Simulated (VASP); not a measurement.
An input for Quantum ESPRESSO's pw.x (written as the equivalent of a VASP run, and not itself run):

```
&CONTROL
  calculation = 'vc-relax'
  pseudo_dir = './pseudo'
  outdir = './out'
  tprnfor = .true.
  tstress = .true.
  nstep = 60
  forc_conv_thr = 0.00078
/
&SYSTEM
  ibrav = 0
  nat = 6
  ntyp = 2
  ecutwfc = 72
  occupations = 'smearing'
  smearing = 'gaussian'
  degauss = 0.003675
  input_dft = 'pbesol'
/
&ELECTRONS
  conv_thr = 7.3e-08
  electron_maxstep = 100
/
&IONS
/
&CELL
/
ATOMIC_SPECIES
  Sn 118.710 Sn.upf
  S 32.060 S.upf
CELL_PARAMETERS angstrom
     3.6495085    0.0000000    0.0000000
    -1.8247542    3.1605666    0.0000000
     0.0000000    0.0000000   12.0728592
ATOMIC_POSITIONS crystal
  Sn   0.3333330  0.6666670  0.6250193
  Sn   0.6666670  0.3333330  0.1250193
  S    0.6666670  0.3333330  0.7471690
  S    0.3333330  0.6666670  0.2471690
  S    0.0000000  0.0000000  0.0028116
  S    0.0000000  0.0000000  0.5028116
K_POINTS automatic
  6 6 2 0 0 0
```

Task: Translate this input to VASP (INCAR, KPOINTS, POSCAR, choice of POTCAR).

Result: Several could match; the one computed here: 
File KPOINTS:
```
Automatic mesh
0
Gamma
6 6 2
0 0 0
```

### POSCAR
```
SnS2
1.0
  3.6495084759   0.0000000000   0.0000000000
 -1.8247542380   3.1605665813   0.0000000000
  0.0000000000   0.0000000000  12.0728592004
Sn S
2 4
Cart
 -0.0000018248   2.1070454411   7.5457705823
  1.8247560627   1.0535211402   1.5093409821
  1.8247560627   1.0535211402   9.0204666804
 -0.0000018248   2.1070454411   2.9840370802
  0.0000000000   0.0000000000   0.0339441366
  0.0000000000   0.0000000000   6.0703737368
```

INCAR:
```
# general
SYSTEM   =  SnS2
PREC     =  Accurate
ENCUT    =  400
LREAL    =  .False.
LASPH    =  .True.

# electronic loop
EDIFF    =  1E-6
NELM     =  100
ALGO     =  Normal
LMAXMIX  =  4

# smearing
ISMEAR   =  0
SIGMA    =  0.05

# functional
GGA      =  PS

# ions
IBRION   =  2
NSW      =  60
ISIF     =  3
EDIFFG   =  -0.02

# output
LWAVE    =  .False.
LCHARG   =  .False.
```

POTCAR, in this order: Sn_d S (PBE.64 set). Program: vasp_std.

Limits of the translation: the potentials are each code's own (VASP's PAW set, PseudoDojo norm-conserving files in pw.x), so ENCUT and ecutwfc are chosen apart and not converted; conv_thr bounds pw.x's estimated SCF error, while EDIFF bounds the energy change between steps; forc_conv_thr acts on force components and is met together with etot_conv_thr.

The structure comes from a computed database's SnS2 entry (P6_3mc); how it stands against other phases isn't given here. It was relaxed first. The start is the result of an earlier pass.
